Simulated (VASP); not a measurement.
Input for VASP

### KPOINTS
```
Automatic mesh
0
Gamma
6 6 6
0 0 0
```

### INCAR
```
SYSTEM = InAs
PREC = Accurate
ENCUT = 520
EDIFF = 1E-6
NELM = 60
ALGO = Normal
LREAL = .FALSE.
LASPH = .TRUE.
ISMEAR = 0
SIGMA = 0.05
GGA = PE
LMAXMIX = 4
LWAVE = .FALSE.
LCHARG = .FALSE.
ISIF = 2
```

POSCAR:
```
InAs
1
    0.0000000000     3.0300000000     3.0300000000
    3.0300000000     0.0000000000     3.0300000000
    3.0300000000     3.0300000000     0.0000000000
In As
1 1
Direct
  0.0000000000   0.0000000000   0.0000000000
  0.2500000000   0.2500000000   0.2500000000
```

POTCAR, in this order: As In_d (PBE.64 set). Program: vasp_std.

The resulting files:

**standard output**
```
 POSCAR found type information on POSCAR InAs
 POSCAR found :  2 types and       2 ions
 Reading from existing POTCAR
 Reading from existing POTCAR
 WARNING: type information on POSCAR and POTCAR are incompatible
 POTCAR overwrites the type information in POSCAR
 typ   1 type information:  In As
 WARNING: type information on POSCAR and POTCAR are incompatible
 POTCAR overwrites the type information in POSCAR
 typ   2 type information:  As In
 LDA part: xc-table for (Slater+PW92), standard interpolation
 POSCAR, INCAR and KPOINTS ok, starting setup
 WAVECAR not read
 entering main loop
       N       E                     dE             d eps       ncg     rms          rms(c)
DAV:   1     0.107778663329E+03    0.10778E+03   -0.88113E+03   416   0.154E+03
DAV:   2     0.275013336629E+00   -0.10750E+03   -0.10450E+03   431   0.331E+02
DAV:   3    -0.773566508655E+01   -0.80107E+01   -0.78926E+01   561   0.886E+01
DAV:   4    -0.793299037907E+01   -0.19733E+00   -0.19722E+00   439   0.158E+01
DAV:   5    -0.794084015323E+01   -0.78498E-02   -0.78495E-02   624   0.291E+00    0.463E+00
DAV:   6    -0.768485020159E+01    0.25599E+00   -0.46676E-01   638   0.127E+01    0.257E+00
DAV:   7    -0.766073948964E+01    0.24111E-01   -0.14387E-01   582   0.368E+00    0.704E-01
DAV:   8    -0.766170288527E+01   -0.96340E-03   -0.13644E-02   499   0.168E+00    0.246E-01
DAV:   9    -0.766239979112E+01   -0.69691E-03   -0.12875E-03   481   0.405E-01    0.140E-01
DAV:  10    -0.766254516093E+01   -0.14537E-03   -0.21266E-04   579   0.214E-01    0.877E-02
DAV:  11    -0.766257940731E+01   -0.34246E-04   -0.15884E-04   446   0.159E-01    0.820E-02
DAV:  12    -0.766258431180E+01   -0.49045E-05   -0.14919E-05   446   0.315E-02    0.154E-02
DAV:  13    -0.766258453466E+01   -0.22286E-06   -0.22258E-06   486   0.111E-02
   1 F= -.76625845E+01 E0= -.76624060E+01  d E =-.357089E-03
```

OUTCAR:
```
------------------------ aborting loop because EDIFF is reached ----------------------------------------
  FORCE on cell =-STRESS in cart. coord.  units (eV):
  Direction    XX          YY          ZZ          XY          YZ          ZX
  --------------------------------------------------------------------------------------
  Total        1.2621680      1.2621680      1.2621680     -0.0000000      0.0000000     -0.0000000
  in kB       36.3471092     36.3471092     36.3471092     -0.0000000      0.0000000     -0.0000000
  external PRESSURE =      36.3471092 kB  Pullay stress =       0.0000000 kB
  volume of cell :       55.64
      direct lattice vectors                 reciprocal lattice vectors
     0.000000000  3.030000000  3.030000000    -0.165016502  0.165016502  0.165016502
     3.030000000  0.000000000  3.030000000     0.165016502 -0.165016502  0.165016502
     3.030000000  3.030000000  0.000000000     0.165016502  0.165016502 -0.165016502
  FREE ENERGIE OF THE ION-ELECTRON SYSTEM (eV)
  ---------------------------------------------------
  free  energy   TOTEN  =        -7.6625845347 eV

  energy  without entropy=       -7.6622274460  energy(sigma->0) =       -7.66240599
```
(Selected blocks of OUTCAR.)

Q: From input and log, find the fault in this run and mend it.

A: The cause: POTCAR lists the elements in another order than POSCAR. The run ends without an error. Against the sound run, the pressure stays essentially unchanged. To mend it, use POTCAR In_d As of the PBE.64 set.

The mended run (PBE GGA, plane waves, VASP's PBE PAW potentials (set 64)) converges, and its OSZICAR ends with
```
   1 F= -.76625846E+01 E0= -.76624061E+01  d E =-.357089E-03
```

The compound is InAs in the zinc blende structure. The cell was not relaxed at this level.
